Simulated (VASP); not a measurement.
The cell holds one Os (hcp) (1 0 -1 0) slab, with vacuum along c, ions free to move until forces fall under 0.03 eV/Å, no reconstruction beyond this cell, dipole correction on.

Consider the following.

```yaml
crystal:
  lattice:
    - [4.30639, 0.00000, 0.00000]
    - [0.00000, 2.73106, 0.00000]
    - [0.00000, 0.00000, 24.46652]
  atoms:
    - { symbol: Os, position: [0.25000, 0.50000, 0.37038] }
    - { symbol: Os, position: [0.75000, 0.00000, 0.34406] }
    - { symbol: Os, position: [0.25000, 0.00000, 0.46641] }
    - { symbol: Os, position: [0.75000, 0.50000, 0.43508] }
    - { symbol: Os, position: [0.25000, 0.50000, 0.56492] }
    - { symbol: Os, position: [0.75000, 0.00000, 0.53359] }
    - { symbol: Os, position: [0.25000, 0.00000, 0.65594] }
    - { symbol: Os, position: [0.75000, 0.50000, 0.62962] }
```

Method: PBEsol GGA, VASP's PBE PAW potentials (set 64) (plane waves; VASP 6.6.1). Settings: 400 eV cut-off, 7×10×1 Γ-centred mesh, first-order Methfessel-Paxton smearing of 0.10 eV, potentials Os.

Slab and bulk use different k-meshes, so the surface energy is good to a few per cent at best. Unless said otherwise, spin-orbit coupling is left out, though it shifts the bands of the heavy elements here.

Question: Predict its surface energy, work function, band gap (on the k-mesh).

Answer: 
```yaml
surface_energy: 3.86 J/m²
work_function: 5.17 eV
band gap (on the k-mesh): none (metal, semimetal or under 0.01 eV)
```

The cell is a thin slab with vacuum, built from Os (hcp): (100) face.
